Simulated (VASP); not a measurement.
```
CELL_PARAMETERS angstrom
      0.00000     3.07604     3.07604
      3.07604     0.00000     3.07604
      3.07604     3.07604     0.00000
ATOMIC_POSITIONS crystal
  In 0.00000 0.00000 0.00000
  As 0.25000 0.25000 0.25000
```

Computed with rev-vdW-DF2, VASP's PBE PAW potentials (set 64) (plane waves; VASP). Run with 520 eV cut-off, 9×9×9 Γ-centred mesh, first-order Methfessel-Paxton smearing of 0.10 eV, potentials In_d As.

Unless said otherwise, spin-orbit coupling is left out, though it shifts the bands of the heavy elements here.

Question: Estimate the energy per atom (σ→0), band gap (on the k-mesh) with the smallest direct gap where there is one.

Answer: 
band gap (on the k-mesh): none (metal, semimetal or under 0.01 eV)
energy per atom (σ→0): -1.767 eV/atom

Total energies compare only between runs with the same potentials, cut-off and functional.

The compound is InAs in the zinc blende structure. It was relaxed first. The start is the result of an earlier pass.
